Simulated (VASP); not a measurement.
Input of a VASP 6.6.1 run:

INCAR

```
PREC     = Accurate       # precision mode
ENCUT    = 520            # plane-wave cutoff, eV
EDIFF    = 1E-7           # SCF threshold, eV
ISMEAR   = 0              # smearing method
SIGMA    = 0.02           # smearing width, eV
LREAL    = F              # projectors in reciprocal space
LASPH    = T              # aspherical terms in the spheres
NELM     = 60             # most SCF steps
ALGO     = Normal         # electronic algorithm
ISIF     = 2              # what is computed and relaxed
LWAVE    = F              # write WAVECAR
LCHARG   = F              # write CHGCAR
LNONCOLLINEAR= T              # non-collinear magnetism
MAGMOM   = 0 0 0 0 0 0 0 0 0 0 0 0 0 0 0 0 0 0 # initial moments
LORBIT   = 11             # projections on sites
LSORBIT  = T              # spin-orbit coupling
GGA_COMPAT= F            
LMAXMIX  = 4              # l up to which the mixer works
GGA      = PS             # functional
IVDW     = 12             # dispersion correction
```

The input KPOINTS:

```
regular mesh
0
Gamma
  9 9 2
```

Contents of POSCAR:

```
Mo2Se3S                                 
1.0
    3.1985177241      0.0000000001     -0.0000000000
   -1.5992588668      2.7699976047      0.0000000000
   -0.0000000000      0.0000000000     12.2044053193
  Mo              Se              S             
     2     3     1
Direct
     0.6666666699999979    0.3333333300000021    0.2425192683892742
     0.3333333300000021    0.6666666699999979    0.7524872449193294
     0.6666666699999979    0.3333333300000021    0.6146168110221436
     0.3333333300000021    0.6666666699999979    0.3815831943093052
     0.6666666699999979    0.3333333300000021    0.8906399130735707
     0.3333333300000021    0.6666666699999979    0.1181535682863768
```

KPOINTS_OPT

```
path GMKGALHA,LM,KH
15
line-mode
reciprocal
 0.0000000000  0.0000000000  0.0000000000  G
 0.5000000000  0.0000000000  0.0000000000  M

 0.5000000000  0.0000000000  0.0000000000  M
 0.3333333333  0.3333333333  0.0000000000  K

 0.3333333333  0.3333333333  0.0000000000  K
 0.0000000000  0.0000000000  0.0000000000  G

 0.0000000000  0.0000000000  0.0000000000  G
 0.0000000000  0.0000000000  0.5000000000  A

 0.0000000000  0.0000000000  0.5000000000  A
 0.5000000000  0.0000000000  0.5000000000  L

 0.5000000000  0.0000000000  0.5000000000  L
 0.3333333333  0.3333333333  0.5000000000  H

 0.3333333333  0.3333333333  0.5000000000  H
 0.0000000000  0.0000000000  0.5000000000  A

 0.5000000000  0.0000000000  0.5000000000  L
 0.5000000000  0.0000000000  0.0000000000  M

 0.3333333333  0.3333333333  0.0000000000  K
 0.3333333333  0.3333333333  0.5000000000  H
```

Potentials or basis: VASP PAW PBE potentials, release 64 (Mo_sv, Se, S).

Launch:

```console
$ cat potpaw_PBE.64/Mo_sv/POTCAR potpaw_PBE.64/Se/POTCAR potpaw_PBE.64/S/POTCAR > POTCAR
$ mpirun -np 1 vasp_ncl > vasp.out
```

Predict the dispersion energy per atom.

-0.448 eV.

What does it give for the pressure?

0.0 GPa.

Predict the largest force.

0.015 eV/Å.

Estimate the net moment.

0.00 μB per cell.

Forces on the atoms (eV/Å):
```
Mo   0.000  0.000 -0.002
Mo   0.000  0.000 -0.001
Se   0.000  0.000 -0.013
Se   0.000  0.000  0.015
Se   0.000  0.000  0.011
S    0.000  0.000 -0.010
```

Caveat: the PAW data sets were made with another functional, which shifts forces and pressure a little.
